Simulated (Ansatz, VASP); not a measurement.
**Cross-check of SiBi between VASP and Ansatz**

One calculation is typed for both programs; each brings its own data sets and cutoff. How far apart do they land? The cell is invented: As first built, before any earlier steps moved the atoms (in the runner's words): it takes the SnP structure with all of its atoms replaced by other elements, volume scaled by an estimate. It may not be a known or stable phase. The cell is taken from a series of VASP runs on this material, whose earlier steps may have relaxed, scaled or displaced it; both programs get it as it stands.

Method: plane waves, with VASP 6.6.1 beside it; band structure at HSE06, in Ansatz 0.2.0.

### 1. Starting point

The structure is tetragonal, space group I4mm (No. 107). Conventional cell: a = 4.054 Å, b = 4.054 Å, c = 6.493 Å, α = 90.00°, β = 90.00°, γ = 90.00°. Nearest to Bi lie 5 Si at 2.75 to 2.91 Å. Nearest to Si lie 5 Bi at 2.75 to 2.91 Å. As first built, before any earlier steps moved the atoms (in the runner's words): sites of the SnP structure (space group 107) filled with other elements, volume scaled by an estimate. Farther neighbours are not listed.

As a file:

```cif
data_structure
_symmetry_space_group_name_H-M 'P 1'
_symmetry_Int_Tables_number 1
_cell_length_a 4.3307
_cell_length_b 4.3307
_cell_length_c 4.3307
_cell_angle_alpha 124.187
_cell_angle_beta 124.187
_cell_angle_gamma 82.889
_cell_volume 53.35
loop_
_atom_site_label
_atom_site_type_symbol
_atom_site_fract_x
_atom_site_fract_y
_atom_site_fract_z
_atom_site_occupancy
Bi1 Bi 0.57413 0.57413 0.00000 1
Si2 Si 0.99787 0.99787 0.00000 1
```

### 2. VASP: band structure, HSE06

A single point gives forces, pressure and levels at one fixed geometry, so differences don't come from the geometry; what else differs is listed under the comparison.

Lines of VASP's logs that name or quote its potential files are left out, and so is its time.

The run reads the wave functions of an earlier VASP run, which isn't shown here.

Contents of INCAR:

```
SYSTEM = SiBi
PREC = Accurate
ENCUT = 400
EDIFF = 1E-06
NELM = 100
ISMEAR = 0
SIGMA = 0.02
LREAL = .FALSE.
ALGO = Normal
LHFCALC = .TRUE.
AEXX = 0.25
GGA = PE
HFSCREEN = 0.2
LASPH = .TRUE.
PRECFOCK = Fast
LORBIT = 11
LWAVE = .FALSE.
LCHARG = .FALSE.
KPAR = 4
```

Contents of POSCAR:

```
SiBi
1.0
   -2.0268872060      2.0268872060      3.2462904277
    2.0268872060     -2.0268872060      3.2462904277
    2.0268872060      2.0268872060     -3.2462904277
Bi Si
1 1
Direct
    0.5741320490      0.5741320490      0.0000000000
    0.9978689510      0.9978689510      0.0000000000
```

Contents of KPOINTS:

```
Automatic mesh
0
Gamma
5 5 5
0 0 0
```

Contents of KPOINTS_OPT:

```
Line mode
10
Line-mode
Reciprocal
  0.00000000   0.00000000   0.00000000 GAMMA
  0.00000000   0.00000000   0.50000000 X

  0.00000000   0.00000000   0.50000000 X
 -0.19491911   0.19491911   0.50000000 Y

 -0.19491911   0.19491911   0.50000000 Y
 -0.34745956   0.34745956   0.34745956 S

 -0.34745956   0.34745956   0.34745956 S
  0.00000000   0.00000000   0.00000000 GAMMA

  0.00000000   0.00000000   0.00000000 GAMMA
  0.50000000   0.50000000  -0.50000000 Z

  0.50000000   0.50000000  -0.50000000 Z
  0.34745956   0.65254044  -0.34745956 S1

  0.34745956   0.65254044  -0.34745956 S1
  0.00000000   0.50000000   0.00000000 N

  0.00000000   0.50000000   0.00000000 N
  0.25000000   0.25000000   0.25000000 P

  0.25000000   0.25000000   0.25000000 P
  0.50000000   0.50000000  -0.19491911 Y1

  0.50000000   0.50000000  -0.19491911 Y1
  0.50000000   0.50000000  -0.50000000 Z

  0.00000000   0.00000000   0.50000000 X
  0.25000000   0.25000000   0.25000000 P
```

The projector-augmented-wave data sets are Bi_d and Si (PBE family, release 64).

Started as:

```
$ mpirun -np 4 vasp_std
```

Numbers of over 12 decimals in the logs are rounded to 6 here.

Log:

```text
[banner, memory and clock lines left out]
running    4 mpi-ranks, on    1 nodes
 distrk:  each k-point on    1 cores,    4 groups
 distr:  one band on    1 cores,    1 groups

 POSCAR found type information on POSCAR BiSi
 POSCAR found :  2 types and       2 ions
 LDA part: xc-table for (Slater+PW92), standard interpolation
 found WAVECAR, reading the header
 POSCAR, INCAR and KPOINTS ok, starting setup
 FFT: planning ... GRIDC
 FFT: planning ... GRID_SOFT
 FFT: planning ... GRID
 reading WAVECAR
 the WAVECAR file was read successfully
 initial charge from wavefunction
 entering main loop
       N       E                     dE             d eps       ncg     rms          rms(c)
DAV:   1    -0.991725647494E+01   -0.99173E+01   -0.44888E-01   631   0.737E+00    0.191E+00
DAV:   2    -0.991925478363E+01   -0.19983E-02   -0.17329E-02   571   0.843E-01    0.121E+00
DAV:   3    -0.991896547326E+01    0.28931E-03   -0.32779E-03   587   0.335E-01    0.689E-01
DAV:   4    -0.991909118552E+01   -0.12571E-03   -0.56701E-04   583   0.126E-01    0.381E-01
DAV:   5    -0.991910734132E+01   -0.16156E-04   -0.49265E-05   734   0.787E-02    0.215E-01
DAV:   6    -0.991911289523E+01   -0.55539E-05   -0.14375E-05   630   0.383E-02    0.124E-01
DAV:   7    -0.991911828013E+01   -0.53849E-05   -0.56983E-06   546   0.177E-02    0.705E-02
DAV:   8    -0.991912141198E+01   -0.31318E-05   -0.96290E-07   304   0.735E-03    0.407E-02
DAV:   9    -0.991912318617E+01   -0.17742E-05   -0.46361E-07   299   0.648E-03    0.227E-02
DAV:  10    -0.991912421000E+01   -0.10238E-05   -0.23934E-07   289   0.478E-03    0.126E-02
DAV:  11    -0.991912483494E+01   -0.62494E-06   -0.14584E-07   279   0.394E-03
   1 F= -.99191248E+01 E0= -.99188044E+01  d E =-.640852E-03
 Start KPOINTS_OPT (optional k-point list driver)
k-point batch [1-18\110]
       N       E                     dE             ncg
DAV:   1    -0.384184170252E+03   -0.79093E+04      468
DAV:   2    -0.306418005311E+04   -0.26800E+04      473
DAV:   3    -0.325214735272E+04   -0.18797E+03      603
DAV:   4    -0.325962340126E+04   -0.74760E+01      615
DAV:   5    -0.325982472256E+04   -0.20132E+00      695
DAV:   6    -0.325983037870E+04   -0.56561E-02      675
DAV:   7    -0.325983047158E+04   -0.92878E-04      670
DAV:   8    -0.325983047287E+04   -0.12891E-05      449
DAV:   9    -0.325983047299E+04   -0.12248E-06      459
[...]
k-point batch [109-110\110]
       N       E                     dE             ncg
DAV:   1     0.910628027408E+04   -0.14964E+04       52
DAV:   2     0.881204937972E+04   -0.29423E+03       52
DAV:   3     0.879234961930E+04   -0.19700E+02       52
DAV:   4     0.879172668073E+04   -0.62294E+00       62
DAV:   5     0.879170386856E+04   -0.22812E-01       60
DAV:   6     0.879170297559E+04   -0.89296E-03       70
DAV:   7     0.879170296402E+04   -0.11572E-04       65
DAV:   8     0.879170296391E+04   -0.10830E-06       41
```

From OUTCAR (step 2):

```text
ion  position               nearest neighbor table
   1  0.574  0.574  0.000-   2 2.75   2 2.91   2 2.91   2 2.91   2 2.91
   2  0.998  0.998  0.000-   1 2.75   1 2.91   1 2.91   1 2.91   1 2.91

  LATTYP: Found a body centered tetragonal cell.
 ALAT       =     4.0537744120
 C/A-ratio  =     1.6016137544

 Subroutine GETGRP returns: Found  8 space group operations
 (whereof  8 operations were pure point group operations)

The static configuration has the point symmetry C_4v.

 Found     18 irreducible k-points:

   k-points           NKPTS =     18   k-points in BZ     NKDIM =    125   number of bands    NBANDS=     13

   dimension x,y,z NGX =    28 NGY =   28 NGZ =   28
   dimension x,y,z NGXF=    56 NGYF=   56 NGZF=   56

   ENCUT  =  400.0 eV  29.40 Ry    5.42 a.u.   7.06  7.06  7.06*2*pi/ulx,y,z

   NELECT =      19.0000    total number of electrons

 k-points in reciprocal lattice and weights: Automatic mesh
   0.00000000  0.00000000  0.00000000       0.008
   0.20000000 -0.00000000  0.00000000       0.064
   0.40000000  0.00000000  0.00000000       0.064
   0.20000000  0.20000000  0.00000000       0.064
   0.40000000  0.20000000 -0.00000000       0.128
  -0.40000000  0.20000000  0.00000000       0.128
  -0.20000000  0.20000000  0.00000000       0.032
   0.40000000  0.40000000 -0.00000000       0.064
  -0.40000000  0.40000000  0.00000000       0.032
[...]
-0.40000000  0.40000000  0.40000000       0.032
  -0.40000000 -0.40000000  0.40000000       0.016

  exchange ACFDT corr.  =         0.00000000  see jH, gK, PRB 81, 115126

 average (electrostatic) potential at core
       1 -98.1877       2 -79.5819

 E-fermi :   6.3817

 k-point     1 :       0.0000    0.0000    0.0000
  band No.  band energies     occupation
    ...
      6      -7.8703      2.00000
      7       3.1767      2.00000
      8       5.4188      2.00000
      9       5.4188      2.00000
     10       5.9901      2.00000
     11       9.6777      0.00000
     12      11.0423      0.00000
     13      11.0423      0.00000

 k-point     2 :       0.2000   -0.0000    0.0000
  band No.  band energies     occupation
    ...
      5     -18.2958      2.00000
      6      -7.3890      2.00000
      7       0.7384      2.00000
      8       5.3488      2.00000
      9       5.6455      2.00000
     10       6.7683      0.00000
     11       8.8552      0.00000
     12      10.1910      0.00000
     13      10.9350      0.00000

 k-point     3 :       0.4000    0.0000    0.0000
  band No.  band energies     occupation
    ...
      5     -18.2882      2.00000
      6      -6.1650      2.00000
      7      -2.1501      2.00000
      8       4.7003      2.00000
      9       6.3748      1.37500
     10       7.0554      0.00000
     11       8.2663      0.00000
     12       8.5030      0.00000
     13       9.5481      0.00000

  energy-cutoff  :      400.00
  volume of cell :       53.35
      direct lattice vectors                 reciprocal lattice vectors
    -2.026887206  2.026887206  3.246290428     0.000000000  0.246683683  0.154021956
     2.026887206 -2.026887206  3.246290428     0.246683683  0.000000000  0.154021956
     2.026887206  2.026887206 -3.246290428     0.246683683  0.246683683  0.000000000

 POSITION                                       TOTAL-FORCE (eV/Angst)
 -----------------------------------------------------------------------------------
      0.00000      0.00000      3.72760        -0.000000     -0.000000      0.102323
      0.00000      0.00000      6.47874         0.000000      0.000000     -0.102323
 -----------------------------------------------------------------------------------
    total drift:                                0.000010      0.000006      0.000882

  FREE ENERGIE OF THE ION-ELECTRON SYSTEM (eV)
  ---------------------------------------------------
  free  energy   TOTEN  =        -9.9191248349 eV

  energy  without entropy=       -9.9184839825  energy(sigma->0) =       -9.91880441

 total charge
# of ion       s       p       d       tot
------------------------------------------
    1        1.527   1.420   9.935  12.882
    2        0.863   0.723   0.000   1.586
--------------------------------------------------
tot          2.390   2.144   9.935  14.468

[... 3 further parts left out ...]
```

Spin-orbit coupling is off here; with elements this heavy it splits and shifts levels by tenths of an eV or more.

[end of part 1 of 2]

[Lines on the potential files, build, host, timing and source positions are cut from VASP's logs without a mark.]

[Logs are printed without paths, hosts, clocks, repeated set-up lines and the standing remarks that a program may print on its own settings, such as how far it seeks lower states.]

[Hosts, paths, dates, database ids (printed as entryN), source tags and the programs' standing remarks are cut or masked in the printed files.]
